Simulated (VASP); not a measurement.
Output of a VASP run:

OSZICAR:
```
       N       E                     dE             d eps       ncg     rms          rms(c)
DAV:   1     0.137770543226E+03    0.13777E+03   -0.11979E+04  1456   0.152E+03
DAV:   2    -0.122857519926E+02   -0.15006E+03   -0.14541E+03  1626   0.381E+02
DAV:   3    -0.150269734708E+02   -0.27412E+01   -0.27118E+01  1661   0.553E+01
DAV:   4    -0.150429815073E+02   -0.16008E-01   -0.16007E-01  1641   0.451E+00
DAV:   5    -0.150431582622E+02   -0.17675E-03   -0.17675E-03  1706   0.482E-01    0.144E+01
DAV:   6    -0.144053717525E+02    0.63779E+00   -0.59202E+00  1571   0.328E+01    0.556E+00
DAV:   7    -0.139492109041E+02    0.45616E+00   -0.12948E+00  1526   0.154E+01    0.305E+00
DAV:   8    -0.139505897162E+02   -0.13788E-02   -0.42796E-02  1616   0.197E+00    0.121E+00
DAV:   9    -0.139483083234E+02    0.22814E-02   -0.58690E-03  1556   0.954E-01    0.483E-02
DAV:  10    -0.139483215034E+02   -0.13180E-04   -0.26026E-04  1641   0.186E-01    0.487E-02
DAV:  11    -0.139483149496E+02    0.65539E-05   -0.16845E-05  1741   0.526E-02    0.524E-03
DAV:  12    -0.139483137213E+02    0.12283E-05   -0.14842E-06   878   0.152E-02    0.151E-03
DAV:  13    -0.139483136182E+02    0.10312E-06   -0.81741E-08   823   0.368E-03
   1 F= -.13948314E+02 E0= -.13948147E+02  d E =-.499357E-03
```

File OUTCAR:
```
------------------------ aborting loop because EDIFF is reached ----------------------------------------
  FORCE on cell =-STRESS in cart. coord.  units (eV):
  Direction    XX          YY          ZZ          XY          YZ          ZX
  --------------------------------------------------------------------------------------
  Total       -2.3157779     -2.3157779     -2.3157779     -0.0000000      0.0000000     -0.0000000
  in kB     -162.4186455   -162.4186455   -162.4186455     -0.0000000      0.0000000     -0.0000000
  external PRESSURE =    -162.4186455 kB  Pullay stress =       0.0000000 kB
  volume of cell :       22.84
      direct lattice vectors                 reciprocal lattice vectors
     0.000000000  2.252063000  2.252063000    -0.222018656  0.222018656  0.222018656
     2.252063000  0.000000000  2.252063000     0.222018656 -0.222018656  0.222018656
     2.252063000  2.252063000  0.000000000     0.222018656  0.222018656 -0.222018656
 POSITION                                       TOTAL-FORCE (eV/Angst)
 -----------------------------------------------------------------------------------
      0.00000      0.00000      0.00000        -0.000000     -0.000000      0.000000
      2.25206      2.25206      2.25206         0.000000      0.000000     -0.000000
 -----------------------------------------------------------------------------------
    total drift:                               -0.000000     -0.000000      0.000000
  FREE ENERGIE OF THE ION-ELECTRON SYSTEM (eV)
  ---------------------------------------------------
  free  energy   TOTEN  =       -13.9483136182 eV

  energy  without entropy=      -13.9478142614  energy(sigma->0) =      -13.94814717
```
(Selected blocks of OUTCAR.)

### POSCAR
```
BRh
1
    0.0000000000     2.2520630000     2.2520630000
    2.2520630000     0.0000000000     2.2520630000
    2.2520630000     2.2520630000     0.0000000000
B Rh
1 1
Direct
  0.0000000000   0.0000000000   0.0000000000
  0.5000000000   0.5000000000   0.5000000000
```

### Question
Write an INCAR and KPOINTS that could have produced this output.

### Answer
One answer among several that fit: the input of the run itself, PBE GGA, plane waves, VASP's PBE PAW potentials (set 64).

**INCAR**
```
# general
SYSTEM =BRh
PREC   =Accurate
ENCUT  =520   # plane-wave cut-off (eV)
LREAL  =.FALSE.   # projection in real space or not
LASPH  =.TRUE.

# electronic loop
EDIFF  =1E-6
NELM   =100   # most electronic steps
ALGO   =Normal
LMAXMIX=4   # l cut-off of mixed one-centre charges

# smearing
ISMEAR =1
SIGMA  =0.1   # width (eV)

# functional
GGA    =PE

# ions
ISIF   =2   # forces and stress, cell fixed

# output
LWAVE  =.FALSE.
LCHARG =.FALSE.
```

**KPOINTS**
```
K-points
0
Monkhorst
  11 11 11
0 0 0
```

POTCAR, in this order: B Rh_pv (PBE.64 set). Program: vasp_std.

The structure was generated: BRh was put into the rocksalt type (Fm-3m), which need not be its known phase. The cell was not relaxed at this level. The run is one of a series of settings (KPOINTS 11×11×11 Monkhorst-Pack mesh against the base run), some of them coarse on purpose.
